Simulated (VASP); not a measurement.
Here is the system:

```
Yb
1.0
    0.00000     2.74000     2.74000
    2.74000     0.00000     2.74000
    2.74000     2.74000     0.00000
Yb
1
Direct
  0.00000   0.00000   0.00000
```

Calculation: PBE GGA with D4 dispersion, VASP's PBE PAW potentials (set 64) (plane waves; VASP 6.6.1). Numerical set-up: 520 eV cut-off, 10×10×10 Γ-centred mesh, first-order Methfessel-Paxton smearing of 0.10 eV, potentials Yb_2.

The 4f electrons are frozen in the core of the lanthanide potential, so 4f levels, which can set the real gap, and their magnetism are missing. Energy and stress use the plane-wave basis of the starting cell.

Q: The ions, cell shape and volume are relaxed. Give the cell that the relaxation ends in.

A: 
```
Yb
1.0
    0.00000     2.67080     2.67080
    2.67080     0.00000     2.67080
    2.67080     2.67080     0.00000
Yb
1
Direct
  0.00000   0.00000   0.00000
```
Space group Fm-3m (225), at a tolerance of 0.03 Å.

Q: How do energy and volume change from the first to the last step?

A: The energy (σ→0) changes by -11.1 meV/atom and the volume by -7.4 %, in 4 ionic steps.

The compound is Yb in the fcc structure. This run relaxes it. Symmetry was kept, so distortions that lower it aren't found.
